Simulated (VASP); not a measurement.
Shape and ions are relaxed at each volume.

Consider the following.

Ho has the hexagonal space group P6₃/mmc (No. 194), the hcp (Mg type) structure, Pearson symbol hP2. Conventional cell: a = 3.520 Å, b = 3.520 Å, c = 5.514 Å, α = 90.00°, β = 90.00°, γ = 120.00°. Ho on 2c is surrounded by 12 Ho at 3.425–3.520 Å (anticuboctahedral). (Neighbours: up to the widest gap in distance over summed covalent radii, below 1.35, at either atom.)

Calculation: PBEsol GGA, VASP's PBE PAW potentials (set 64) (plane waves; VASP). Numerical set-up: 520 eV cut-off, 12×12×7 Γ-centred mesh, first-order Methfessel-Paxton smearing of 0.10 eV, potentials Ho_3.

The 4f electrons are frozen in the core of the lanthanide potential, so 4f levels, which can set the real gap, and their magnetism are missing.

**Question.** Give the energy at these volumes per atom, relative to the lowest: 27.91, 28.80, 29.69, 30.58, 31.48 Å³.

**Answer.** 14.3, 2.9, 0.0, 4.2, 14.6 meV/atom. A third-order Birch-Murnaghan fit gives B0 = 43.6 GPa and B0′ = 4.2.

Measured: bulk modulus 40.2 GPa (computed value off by +8.5 %), as given by Wikipedia, Holmium (infobox). The calculation is for a static lattice, while the measured bulk modulus holds thermal and zero-point effects, which are part of the difference.

The compound is Ho in the hcp structure. It was relaxed first, which changed the volume by -5 %.
